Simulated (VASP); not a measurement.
Crystal: CdNiSe3.

```
Cd Ni Se
1.0
     4.76738    0.00000    0.00000
     0.00000    4.76738    0.00000
     0.00000    0.00000    4.76738
Cd Ni Se
1 1 3
Direct
  0.50000 0.50000 0.50000
  0.00000 0.00000 0.00000
  0.50000 0.00000 0.00000
  0.00000 0.50000 0.00000
  0.00000 0.00000 0.50000
```

The cell was built by a generator and needn't be a form met in nature.

* Program: VASP 6.6.1
* Task: relaxation of cell and atoms
* Functional: RPBE
* Potentials or basis: VASP PAW PBE potentials, release 64 (Cd, Ni, Se)
* Cutoff: 600 eV
* k mesh: 5 × 5 × 5
* Occupations: fermi-dirac, width 0.05 eV
* Spin: collinear spin, ferromagnetic start
* Starting moments: [0.0, 1.0, 0.0, 0.0, 0.0] μB

At the start: pressure 2.3 GPa; volume 21.67 Å³/atom.

**Question.** How do energy, volume and symmetry change on relaxing?

**Answer.** Over 3 steps the energy falls by 5.8 meV/atom and the volume is 22.50 Å³/atom (+3.8 %); space group Pm-3m (No. 221, to 0.05 Å); moment 0.00 μB per cell.

The path:
| step | energy change (eV) | largest force (eV/Å) | pressure (GPa) | volume (Å³) |
| --- | --- | --- | --- | --- |
| 1 | 0.0000 | 0.0000 | 2.30 | 108.35 |
| 2 | -0.0279 | 0.0000 | -0.40 | 113.29 |
| 3 | -0.0290 | 0.0000 | -0.01 | 112.49 |

Final structure:
```xyz
5
Lattice="4.8273 0.0000 0.0000 0.0000 4.8273 0.0000 0.0000 0.0000 4.8273" Properties=species:S:1:pos:R:3 pbc="T T T"
Cd    2.4136    2.4136    2.4136
Ni    0.0000    0.0000    0.0000
Se    2.4136    0.0000    0.0000
Se    0.0000    2.4136    0.0000
Se    0.0000    0.0000    2.4136
```

Caveat: the PAW data sets were made with another functional, which shifts forces and pressure a little.
